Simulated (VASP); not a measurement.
# RbIr (P4/mmm) in VASP: single point with PBE

Aim: the single point of RbIr with PBE.

All numbers are computed with VASP 6.6.1; they aren't measurements. Logs are shortened: lines on timing, memory, paths and dates and some standing lists are left out, and cuts for length are marked.

## (1) Starting point

It takes space group P4/mmm (No. 123, tetragonal). Conventional cell: a = 4.132 Å, b = 4.132 Å, c = 5.844 Å, α = 90.00°, β = 90.00°, γ = 90.00°. Rb (site symmetry 4/mmm) has 8 Ir at 4.13 Å and 4 Rb at 4.13 Å as nearest neighbours. Around Ir (site symmetry 4/mmm) lie 8 Rb at 4.13 Å and 4 Ir at 4.13 Å.

The cell was built by a generator and needn't be a form met in nature.

## (2) Single point, PBE

INCAR reads:

```
PREC     = Accurate       # precision mode
ENCUT    = 520            # plane-wave cutoff, eV
EDIFF    = 1E-7           # SCF threshold, eV
ISMEAR   = 0              # smearing method
SIGMA    = 0.1            # smearing width, eV
LREAL    = F              # projectors in reciprocal space
LASPH    = T              # aspherical terms in the spheres
NELM     = 100            # most SCF steps
ALGO     = Fast           # electronic algorithm
ISIF     = 2              # what is computed and relaxed
LWAVE    = F              # write WAVECAR
LCHARG   = T              # write CHGCAR
GGA      = PE             # functional
LELF     = T              # ELF
LVHAR    = T            
NBANDS   = 16             # bands
```

KPOINTS reads:

```
regular mesh
0
Gamma
  4 4 4
```

POSCAR reads:

```
RbIr
1.0
    4.1319895800      0.0000000000      0.0000000000
    0.0000000000      4.1319895800      0.0000000000
    0.0000000000      0.0000000000      5.8435157000
Rb Ir
1 1
Direct
    0.0000000000      0.0000000000      0.0000000000
    0.5000000000      0.5000000000      0.5000000000
```

Potentials or basis: VASP PAW PBE potentials, release 64 (Rb_sv, Ir).

The run is started by

```
$ cat potpaw_PBE.64/Rb_sv/POTCAR potpaw_PBE.64/Ir/POTCAR > POTCAR
$ mpirun -np 1 vasp_std > vasp.out
```

OUTCAR:

```text
PREC = Accurate
   ENCUT = 520
   EDIFF = 1E-7
   ISMEAR = 0
   LREAL = F
   LASPH = T
   NELM = 100
   ISIF = 2
   GGA = PE

 ion  position               nearest neighbor table
   1  0.000  0.000  0.000-   2 4.13   2 4.13   2 4.13   2 4.13   2 4.13   2 4.13   2 4.13   2 4.13

   2  0.500  0.500  0.500-   1 4.13   1 4.13   1 4.13   1 4.13   1 4.13   1 4.13   1 4.13   1 4.13

  LATTYP: Found a simple tetragonal cell.
 ALAT       =     4.1319895800
 C/A-ratio  =     1.4142135615

  Lattice vectors:

 A1 = (   4.1319895800,   0.0000000000,   0.0000000000)
 A2 = (   0.0000000000,   4.1319895800,   0.0000000000)
 A3 = (   0.0000000000,   0.0000000000,   5.8435157000)

Analysis of symmetry for initial positions (statically):
=====================================================================
 Subroutine PRICEL returns:
 Original cell was already a primitive cell.

 Routine SETGRP: Setting up the symmetry group for a
 simple tetragonal supercell.

 Subroutine GETGRP returns: Found 16 space group operations
 (whereof 16 operations were pure point group operations)
 out of a pool of 16 trial point group operations.

The static configuration has the point symmetry D_4h.

Analysis of symmetry for dynamics (positions and initial velocities):
=====================================================================
 Subroutine PRICEL returns:
 Original cell was already a primitive cell.

 Routine SETGRP: Setting up the symmetry group for a
 simple tetragonal supercell.

 Subroutine GETGRP returns: Found 16 space group operations
 (whereof 16 operations were pure point group operations)
 out of a pool of 16 trial point group operations.

The dynamic configuration has the point symmetry D_4h.

 Subroutine INISYM returns: Found 16 space group operations
 (whereof 16 operations are pure point group operations),
 and found     1 'primitive' translations

----------------------------------------------------------------------------------------

                                     Primitive cell

  volume of cell :      99.7683

  direct lattice vectors                    reciprocal lattice vectors
     4.131989580  0.000000000  0.000000000     0.242014163  0.000000000  0.000000000
     0.000000000  4.131989580  0.000000000     0.000000000  0.242014163  0.000000000
     0.000000000  0.000000000  5.843515700     0.000000000  0.000000000  0.171129856

  length of vectors
     4.131989580  4.131989580  5.843515700     0.242014163  0.242014163  0.171129856

  position of ions in fractional coordinates (direct lattice)
     0.000000000  0.000000000  0.000000000
     0.500000000  0.500000000  0.500000000

  ion indices of the primitive-cell ions
   primitive index   ion index
                 1           1
                 2           2

----------------------------------------------------------------------------------------

 KPOINTS: regular mesh

Automatic generation of k-mesh.
 Grid dimensions read from file:
 generate k-points for:    4    4    4

 Generating k-lattice:

  Cartesian coordinates                     Fractional coordinates (reciprocal lattice)
     0.060503541  0.000000000  0.000000000     0.250000000  0.000000000  0.000000000
     0.000000000  0.060503541  0.000000000     0.000000000  0.250000000  0.000000000
     0.000000000  0.000000000  0.042782464     0.000000000  0.000000000  0.250000000

  Length of vectors
     0.060503541  0.060503541  0.042782464

  Shift w.r.t. Gamma in fractional coordinates (k-lattice)
     0.000000000  0.000000000  0.000000000

 Subroutine IBZKPT returns following result:
 ===========================================

 Found     18 irreducible k-points:

 Following reciprocal coordinates:
            Coordinates               Weight
  0.000000  0.000000  0.000000      1.000000
  0.250000  0.000000  0.000000      4.000000
  0.500000  0.000000  0.000000      2.000000
  0.250000  0.250000  0.000000      4.000000
  0.500000  0.250000  0.000000      4.000000
  0.500000  0.500000  0.000000      1.000000
[... 10 lines left out ...]
  0.500000  0.250000  0.500000      4.000000
  0.500000  0.500000  0.500000      1.000000
   k-points           NKPTS =     18   k-points in BZ     NKDIM =     18   number of bands    NBANDS=     16
   number of dos      NEDOS =    301   number of ions     NIONS =      2
   total plane-waves  NPLWV =  49152
   dimension x,y,z NGX =    32 NGY =   32 NGZ =   48
   dimension x,y,z NGXF=    64 NGYF=   64 NGZF=   96
   ions per type =               1   1
   NGX,Y,Z   is equivalent  to a cutoff of  12.87, 12.87, 13.66 a.u.
   NGXF,Y,Z  is equivalent  to a cutoff of  25.75, 25.75, 27.31 a.u.
 SYSTEM =  unknown system
   PREC   = accura    normal or accurate (medium, high low for compatibility)
   ISTART =      0    job   : 0-new  1-cont  2-samecut
   ICHARG =      2    charge: 1-file 2-atom 10-const
   ISPIN  =      1    spin polarized calculation?
   LNONCOLLINEAR =      F non collinear calculations
   LSORBIT =      F    spin-orbit coupling
   LASPH  =      T    aspherical Exc in radial PAW
   ENCUT  =  520.0 eV  38.22 Ry    6.18 a.u.   7.68  7.68 10.87*2*pi/ulx,y,z
   NELM   =    100;   NELMIN=  2; NELMDL= -5     # of ELM steps
   EDIFF  = 0.1E-06   stopping-criterion for ELM
   LREAL  =      F    real-space projection
   EDIFFG = 0.1E-05   stopping-criterion for IOM
   NSW    =      0    number of steps for IOM
   IBRION =     -1    ionic relax: 0-MD 1-quasi-New 2-CG
   NFREE  =      0    steps in history (QN), initial steepest desc. (CG)
   ISIF   =      2    stress and relaxation
   ISYM   =      2    0-nonsym 1-usesym 2-fastsym
   POTIM  = 0.5000    time-step for ionic-motion
   TEBEG  =    0.0;   TEEND  =   0.0 temperature during run
   PSTRESS=    0.0 pullay stress
   NELECT =      18.0000    total number of electrons
   NUPDOWN=      -1.0000    fix difference up-down
   EMIN   =  10.00;   EMAX   =-10.00  energy-range for DOS
   EFERMI =   0.00;   METHOD = LEGACY
   ISMEAR =     0;   SIGMA  =   0.10  broadening in eV -4-tet -1-fermi 0-gaus
   EFERMI_NEDOS =   21; number of points for ismear=-14 and -15
   IALGO  =     68    algorithm
   IMIX   =      4    mixing-type and parameters
     AMIX     =   0.40;   BMIX     =  1.00
     AMIX_MAG =   1.60;   BMIX_MAG =  1.00
  volume/ion in A,a.u.               =      49.88       336.63
  Fermi-wavevector in a.u.,A,eV,Ry     =   0.925056  1.748103 11.642899  0.855729
  Thomas-Fermi vector in A             =   2.050869
   LORBIT       =      0    0 simple, 1 ext, 2 COOP (PROOUT), +10 PAW based schemes
   GGA     = PE    functional components
   LHFCALC =     F    Hartree Fock is set to
   AEXX    =    0.0000 exact exchange contribution
   IVDW    =     0    specifies the selected vdW correction
   LEPSILON=     F    determine dielectric tensor
   LRPA    =     F    only Hartree local field effects (RPA)
 non-spin polarized calculation
 RMM-DIIS sequential band-by-band and
 Gauss-broadening in eV      SIGMA  =   0.10
  energy-cutoff  :      520.00
  volume of cell :       99.77
 maximum number of plane-waves:      2725
 NGX is ok and might be reduce to    32
   NGX = 15   NGY = 15   NGZ = 21

 number of electron      17.9999999 magnetization

 Free energy of the ion-electron system (eV)
  ---------------------------------------------------
  ext. energy  EPLUGINS =         0.00000000
  ---------------------------------------------------
  free energy    TOTEN  =        -5.19266250 eV

  energy without entropy =       -5.13681819  energy(sigma->0) =       -5.16474034

 E-fermi :  -0.4789     XC(G=0):  -7.1507

 val. band max:       -0.4811360270   @ k =   0.0000   0.0000   0.0000
 cond. band min:      -0.4729588161   @ k =   0.0000   0.0000   0.2500
 fundamental gap:      0.0081772109
 Fermi energy:        -0.4788880031

 k-point     1 :       0.0000    0.0000    0.0000
  band No.  band energies     occupation
      1     -27.6713      2.00000
      2     -11.6579      2.00000
      3     -11.6579      2.00000
      4     -11.6568      2.00000
      5      -2.8760      2.00000
      6      -1.1203      2.00000
[... 8 lines left out ...]
     15       6.8794      0.00000
     16       6.9857      0.00000

 k-point     2 :       0.2500    0.0000    0.0000
  band No.  band energies     occupation
      1     -27.6623      2.00000
      2     -11.8198      2.00000
      3     -11.6437      2.00000
      4     -11.6379      2.00000
      5      -2.2927      2.00000
      6      -0.9646      2.00000
[... 8 lines left out ...]
     15       6.3033      0.00000
     16       7.2675      0.00000

 k-point     3 :       0.5000    0.0000    0.0000
  band No.  band energies     occupation
      1     -27.6533      2.00000
      2     -11.9737      2.00000
      3     -11.6295      2.00000
      4     -11.6189      2.00000
      5      -1.5741      2.00000
      6      -0.7918      1.99999
[... 8 lines left out ...]
     15       5.8153      0.00000
     16       7.7991      0.00000

 k-point     4 :       0.2500    0.2500    0.0000
  band No.  band energies     occupation
      1     -27.6534      2.00000
      2     -11.8066      2.00000
      3     -11.7932      2.00000
      4     -11.6192      2.00000
      5      -1.7373      2.00000
      6      -0.7533      1.99990
[... 8 lines left out ...]
     15       6.1541      0.00000
     16       6.1793      0.00000
[... 210 lines left out ...]
 k-point    16 :       0.2500    0.2500    0.5000
  band No.  band energies     occupation
      1     -27.6533      2.00000
      2     -11.8039      2.00000
      3     -11.7931      2.00000
      4     -11.6305      2.00000
      5      -1.3823      2.00000
      6      -0.7618      1.99994
[... 8 lines left out ...]
     15       5.4728      0.00000
     16       6.3054      0.00000

 k-point    17 :       0.5000    0.2500    0.5000
  band No.  band energies     occupation
      1     -27.6444      2.00000
      2     -11.9465      2.00000
      3     -11.7795      2.00000
      4     -11.6094      2.00000
      5      -0.9990      2.00000
      6      -0.8701      2.00000
[... 8 lines left out ...]
     15       6.2193      0.00000
     16       6.5828      0.00000

 k-point    18 :       0.5000    0.5000    0.5000
  band No.  band energies     occupation
      1     -27.6357      2.00000
      2     -11.9237      2.00000
      3     -11.9237      2.00000
      4     -11.5910      2.00000
      5      -1.0114      2.00000
      6      -0.7691      1.99996
[... 8 lines left out ...]
     15       6.4585      0.00000
     16       6.4696      0.00000

------------------------ aborting loop because EDIFF is reached ----------------------------------------

  FORCE on cell =-STRESS in cart. coord.  units (eV):
  Direction    XX          YY          ZZ          XY          YZ          ZX
  --------------------------------------------------------------------------------------
  -------------------------------------------------------------------------------------
  Total       -3.0490608     -3.0490608     -3.0135759      0.0000000      0.0000000      0.0000000
  in kB      -48.9648043    -48.9648043    -48.3949517      0.0000000      0.0000000      0.0000000
  external PRESSURE =     -48.7748535 kB  Pullay stress =       0.0000000 kB

 VOLUME and BASIS-vectors are now :
 -----------------------------------------------------------------------------
  energy-cutoff  :      520.00
  volume of cell :       99.77
      direct lattice vectors                 reciprocal lattice vectors
     4.131989580  0.000000000  0.000000000     0.242014163  0.000000000  0.000000000
     0.000000000  4.131989580  0.000000000     0.000000000  0.242014163  0.000000000
     0.000000000  0.000000000  5.843515700     0.000000000  0.000000000  0.171129856

 POSITION                                       TOTAL-FORCE (eV/Angst)
 -----------------------------------------------------------------------------------
      0.00000      0.00000      0.00000         0.000000      0.000000      0.000000
      2.06599      2.06599      2.92176         0.000000      0.000000      0.000000
 -----------------------------------------------------------------------------------
    total drift:                                0.000000      0.000000     -0.000000

  FREE ENERGIE OF THE ION-ELECTRON SYSTEM (eV)
  ---------------------------------------------------
  free  energy   TOTEN  =        -5.1926624962 eV

  energy  without entropy=       -5.1368181902  energy(sigma->0) =       -5.16474034
```

Wall time 48 s (1 thread of Intel Xeon Platinum 8375C at 2.90GHz (Ice Lake), shared host); peak memory 0.22 GiB.

What came out:

```
Free energy            : -5.1927 eV
Pressure               : -4.9 GPa
Band gap on the k mesh : none (metal or under the smearing width)
```

Caveat: the k mesh is coarse (spacing up to 0.38 Å⁻¹), so the values aren't converged. Spin-orbit coupling is left out, which matters for the levels of Ir.
